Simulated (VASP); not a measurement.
Wanted: the native input for a VASP 6.6.1 run.

```
Task                   : single point
Functional             : PBEsol
Potentials or basis    : VASP PAW PBE potentials, release 64 (Pd, Ni, O)
Cutoff                 : 520 eV
k mesh                 : 7 × 7 × 7
Occupations            : gaussian, width 0.05 eV
Spin                   : collinear spin, ferromagnetic start
Starting moments       : [0.0, 1.0, 0.0, 0.0] μB
Hubbard terms          : Ni d U = 8 eV, Pd d U = 8 eV
Further INCAR settings : ALGO = Normal; EDIFF = 1e-06
```

The structure of NiPdO2 lies in POSCAR:

```
NiPdO2
1.0
    1.6359725900      0.9445292100      6.1767413800
   -1.6359725900      0.9445292100      6.1767413800
    0.0000000000     -1.8890584300      6.1767413800
Pd Ni O
1 1 2
Direct
    0.0000000000      0.0000000000      0.0000000000
    0.5000000000      0.5000000000      0.5000000000
    0.1066000000      0.1066000000      0.1066000000
    0.8934000000      0.8934000000      0.8934000000
```

The cell was built by a generator and needn't be a form met in nature.

One way to write it, as run:

INCAR

```
SYSTEM = NiPdO2
PREC     = Accurate       ! precision mode
ENCUT    = 520            ! plane-wave cutoff, eV
EDIFF    = 1E-6           ! SCF threshold, eV
ISMEAR   = 0              ! smearing method
SIGMA    = 0.05           ! smearing width, eV
LREAL    = .FALSE.        ! projectors in reciprocal space
LASPH    = .TRUE.         ! aspherical terms in the spheres
NELM     = 150            ! most SCF steps
ALGO     = Normal         ! electronic algorithm
ISIF     = 2              ! what is computed and relaxed
LWAVE    = .FALSE.        ! write WAVECAR
LCHARG   = .FALSE.        ! write CHGCAR
ISPIN    = 2              ! spin polarisation
MAGMOM   = 0 1 0 0        ! initial moments
LORBIT   = 11             ! projections on sites
LMAXMIX  = 4              ! l up to which the mixer works
LDAU     = .TRUE.         ! DFT+U
LDAUTYPE = 2            
LDAUL    = 2 2 -1         ! shell
LDAUU    = 8 8 0          ! U, eV
LDAUJ    = 0 0 0        
LDAUPRINT= 1            
GGA      = PS             ! functional
```

KPOINTS

```
regular mesh
0
G
  7 7 7
  0 0 0
```

Potentials or basis: VASP PAW PBE potentials, release 64 (Pd, Ni, O).

Command:

```sh
$ cat potpaw_PBE.64/Pd/POTCAR potpaw_PBE.64/Ni/POTCAR potpaw_PBE.64/O/POTCAR > POTCAR
$ mpirun -np 1 vasp_std > vasp.out
```

It gave:

```yaml
Pressure: -22.5 GPa
Largest_force: 0.280 eV/Å
Band_gap_on_the_k_mesh: none (metal or under the smearing width)
Net_moment: 1.48 μB per cell
Site_moments: Pd +0.25; Ni +1.81; O -0.23 μB
Valence_electrons_inside_the_program's_atomic_spheres: Pd 9.82; Ni 8.70; O 4.86
```

Caveat: the PAW data sets were made with another functional, which shifts forces and pressure a little; a cell with one magnetic atom can't hold antiferromagnetic order, which such compounds often take.

It took 7.2 min on 1 thread of Intel(R) Xeon(R) 6975P-C (Granite Rapids), with other jobs on the host, peak memory 0.48 GiB.
